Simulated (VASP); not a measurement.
Calculation: PBE GGA, VASP's PBE PAW potentials (set 64) (plane waves; VASP).

Input for VASP

POSCAR:
```
Nb
1
   -1.6500000000     1.6500000000     1.6500000000
    1.6500000000    -1.6500000000     1.6500000000
    1.6500000000     1.6500000000    -1.6500000000
Nb
1
Direct
  0.0000000000   0.0000000000   0.0000000000
```

**INCAR**
```
# general
SYSTEM  = Nb
PREC    = Accurate
ENCUT   = 400
LREAL   = .False.
LASPH   = .True.

# electronic loop
EDIFF   = 1E-6
NELM    = 100
ALGO    = Normal
LMAXMIX = 4

# smearing
ISMEAR  = 1
SIGMA   = 0.01

# functional
GGA     = PE

# ions
ISIF    = 2

# output
LWAVE   = .False.
LCHARG  = .False.
```

KPOINTS:
```
Automatic mesh
0
Gamma
14 14 14
0 0 0
```

POTCAR, in this order: Nb_sv (PBE.64 set). Program: vasp_std.

The run wrote:

File OSZICAR:
```
       N       E                     dE             d eps       ncg     rms          rms(c)
DAV:   1     0.936797789713E+02    0.93680E+02   -0.66177E+03  2104   0.107E+03
DAV:   2    -0.666230836900E+01   -0.10034E+03   -0.98088E+02  2292   0.380E+02
DAV:   3    -0.104513417096E+02   -0.37890E+01   -0.36256E+01  3034   0.621E+01
DAV:   4    -0.106275513846E+02   -0.17621E+00   -0.17543E+00  2838   0.123E+01
DAV:   5    -0.106337629242E+02   -0.62115E-02   -0.62037E-02  3126   0.175E+00    0.742E+00
DAV:   6    -0.102472990883E+02    0.38646E+00   -0.75895E-01  3196   0.112E+01    0.260E+00
DAV:   7    -0.102036803186E+02    0.43619E-01   -0.22260E-01  3236   0.590E+00    0.916E-01
DAV:   8    -0.102080508796E+02   -0.43706E-02   -0.12037E-02  2428   0.166E+00    0.648E-02
DAV:   9    -0.102080789442E+02   -0.28065E-04   -0.74813E-04  3324   0.220E-01    0.391E-02
DAV:  10    -0.102080873291E+02   -0.83849E-05   -0.16521E-05  2554   0.537E-02    0.161E-02
DAV:  11    -0.102080750865E+02    0.12243E-04   -0.49988E-06  2422   0.382E-02    0.397E-03
DAV:  12    -0.102080751034E+02   -0.16864E-07   -0.18743E-07  1206   0.609E-03
   1 F= -.10208075E+02 E0= -.10208083E+02  d E =0.228314E-04
```

**OUTCAR**
```
------------------------ aborting loop because EDIFF is reached ----------------------------------------
  FORCE on cell =-STRESS in cart. coord.  units (eV):
  Direction    XX          YY          ZZ          XY          YZ          ZX
  --------------------------------------------------------------------------------------
  Total        0.1048828      0.1048828      0.1048828      0.0000000     -0.0000000      0.0000000
  in kB        9.3519723      9.3519723      9.3519723      0.0000000     -0.0000000      0.0000000
  external PRESSURE =       9.3519723 kB  Pullay stress =       0.0000000 kB
  volume of cell :       17.97
      direct lattice vectors                 reciprocal lattice vectors
    -1.650000000  1.650000000  1.650000000     0.000000000  0.303030303  0.303030303
     1.650000000 -1.650000000  1.650000000     0.303030303  0.000000000  0.303030303
     1.650000000  1.650000000 -1.650000000     0.303030303  0.303030303  0.000000000
 POSITION                                       TOTAL-FORCE (eV/Angst)
 -----------------------------------------------------------------------------------
      0.00000      0.00000      0.00000        -0.000000      0.000000     -0.000000
 -----------------------------------------------------------------------------------
    total drift:                                0.000000     -0.000000      0.000000
  FREE ENERGIE OF THE ION-ELECTRON SYSTEM (eV)
  ---------------------------------------------------
  free  energy   TOTEN  =       -10.2080751034 eV

  energy  without entropy=      -10.2080979347  energy(sigma->0) =      -10.20808271
```
(Selected blocks of OUTCAR.)

The compound is Nb in the bcc structure. The cell was not relaxed at this level. The run is one of a series of settings (SIGMA = 0.01 against the base run), some of them coarse on purpose.
